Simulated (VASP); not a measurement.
A run of VASP 6.6.1 is set up as follows.

File INCAR:

```
SYSTEM = C
PREC = Accurate ; ENCUT = 520
EDIFF = 1E-7 ; ISMEAR = 0
SIGMA = 0.02 ; LREAL = .FALSE.
LASPH = .TRUE. ; NELM = 100
ALGO = Normal ; ISIF = 3
LWAVE = .FALSE. ; LCHARG = .FALSE.
GGA = PE ; IBRION = 2
NSW = 80 ; EDIFFG = -0.002
AMIX = 0.2
```

Contents of KPOINTS:

```
regular mesh
0
G
  14 14 14
  0 0 0
```

The input POSCAR:

```
C                                       
1.0
   -0.0000000000      1.7867088572      1.7867088572
    1.7867088572     -0.0000000000      1.7867088572
    1.7867088572      1.7867088572      0.0000000000
  C             
     2
Direct
     0.0000000000000000    0.0000000000000000    0.0000000000000000
     0.2500000000000000    0.2500000000000000    0.2500000000000000
```

Potentials or basis: VASP PAW PBE potentials, release 64 (C).

Command:

```console
$ cat potpaw_PBE.64/C/POTCAR > POTCAR
$ mpirun -np 1 vasp_std > vasp.out
```

(1) Predict the band gap on the k mesh.

Answers

(1) 4.12 eV, indirect (least direct gap 5.57 eV).

Caveat: the relaxation stopped at its first step, so nothing moved.
